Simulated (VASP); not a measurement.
Output of a VASP run:

**OSZICAR**
```
       N       E                     dE             d eps       ncg     rms          rms(c)
DAV:   1     0.860656901562E+01    0.86066E+01   -0.44845E+03   768   0.967E+02
DAV:   2    -0.227755537110E+02   -0.31382E+02   -0.30574E+02   952   0.169E+02
DAV:   3    -0.235133711264E+02   -0.73782E+00   -0.73782E+00   912   0.325E+01
DAV:   4    -0.235158476065E+02   -0.24765E-02   -0.24765E-02  1128   0.177E+00
DAV:   5    -0.235158533050E+02   -0.56985E-05   -0.56985E-05   896   0.561E-02    0.888E+00
DAV:   6    -0.188590468389E+02    0.46568E+01   -0.89532E+00   848   0.216E+01    0.401E+00
DAV:   7    -0.193092739533E+02   -0.45023E+00   -0.11671E+00   984   0.803E+00    0.220E+00
DAV:   8    -0.187395500322E+02    0.56972E+00   -0.86882E-01   760   0.744E+00    0.159E+00
DAV:   9    -0.191655492258E+02   -0.42600E+00   -0.21846E-01   752   0.529E+00    0.663E-01
DAV:  10    -0.191663504065E+02   -0.80118E-03   -0.31026E-02   824   0.137E+00    0.381E-01
DAV:  11    -0.191650190328E+02    0.13314E-02   -0.48967E-04   848   0.281E-01    0.352E-01
DAV:  12    -0.191669865493E+02   -0.19675E-02   -0.23756E-04   864   0.121E-01    0.302E-01
DAV:  13    -0.191797702345E+02   -0.12784E-01   -0.77008E-03   752   0.819E-01    0.845E-02
DAV:  14    -0.191798345456E+02   -0.64311E-04   -0.10311E-04   896   0.115E-01    0.902E-02
DAV:  15    -0.191796976781E+02    0.13687E-03   -0.29329E-04   928   0.113E-01    0.546E-02
DAV:  16    -0.191797244600E+02   -0.26782E-04   -0.17706E-04   768   0.122E-01    0.177E-02
DAV:  17    -0.191797107612E+02    0.13699E-04   -0.36061E-06   904   0.246E-02    0.119E-02
DAV:  18    -0.191797220207E+02   -0.11259E-04   -0.27981E-06   768   0.207E-02    0.911E-03
DAV:  19    -0.191797117479E+02    0.10273E-04   -0.26291E-06   768   0.171E-02    0.461E-03
DAV:  20    -0.191797183906E+02   -0.66427E-05   -0.58380E-07   800   0.750E-03    0.435E-03
DAV:  21    -0.191797162267E+02    0.21639E-05   -0.20064E-08   400   0.223E-03    0.309E-03
DAV:  22    -0.191797177134E+02   -0.14868E-05   -0.17849E-08   384   0.184E-03    0.111E-03
DAV:  23    -0.191797170794E+02    0.63410E-06   -0.10540E-08   376   0.102E-03    0.599E-04
DAV:  24    -0.191797170525E+02    0.26829E-07   -0.58914E-09   376   0.675E-04
   1 F= -.19179717E+02 E0= -.19179717E+02  d E =-.122075E-15
```

### OUTCAR
```
------------------------ aborting loop because EDIFF is reached ----------------------------------------
  FORCE on cell =-STRESS in cart. coord.  units (eV):
  Direction    XX          YY          ZZ          XY          YZ          ZX
  --------------------------------------------------------------------------------------
  Total       -0.0026415     -0.0026415     -0.0026415      0.0000000      0.0000000      0.0000000
  in kB       -0.2031795     -0.2031795     -0.2031795      0.0000000      0.0000000      0.0000000
  external PRESSURE =      -0.2031795 kB  Pullay stress =       0.0000000 kB
  volume of cell :       20.83
      direct lattice vectors                 reciprocal lattice vectors
     0.000000000  2.183809382  2.183809382    -0.228957712  0.228957712  0.228957712
     2.183809382  0.000000000  2.183809382     0.228957712 -0.228957712  0.228957712
     2.183809382  2.183809382  0.000000000     0.228957712  0.228957712 -0.228957712
  FREE ENERGIE OF THE ION-ELECTRON SYSTEM (eV)
  ---------------------------------------------------
  free  energy   TOTEN  =       -19.1797170525 eV

  energy  without entropy=      -19.1797170525  energy(sigma->0) =      -19.17971705
```
(Selected blocks of OUTCAR.)

File POSCAR:
```
AlN
1
   -0.0000000000     2.1838093817     2.1838093817
    2.1838093817     0.0000000000     2.1838093817
    2.1838093817     2.1838093817     0.0000000000
Al N
1 1
Direct
  0.0000000000   0.0000000000   0.0000000000
  0.2500000000   0.2500000000   0.2500000000
```

Q: Reconstruct the remaining input files.

A: One answer among several that fit: the input of the run itself, r2SCAN meta-GGA, plane waves, VASP's PBE PAW potentials (set 64).

### KPOINTS
```
Regular mesh
0
gamma
 10 10 10
0 0 0
```

**INCAR**
```
SYSTEM = AlN
PREC = Accurate
ENCUT = 600
EDIFF = 1E-7
NELM = 100
ALGO = Normal
LREAL = .FALSE.
LASPH = .TRUE.
ISMEAR = 0
SIGMA = 0.05
METAGGA = R2SCAN
LMIXTAU = .TRUE.
LWAVE = .FALSE.
LCHARG = .FALSE.
ISIF = 2
```

POTCAR, in this order: Al N (PBE.64 set). Program: vasp_std.

The compound is AlN in the zinc blende structure, a metastable form; wurtzite is the usual one. It was relaxed first.
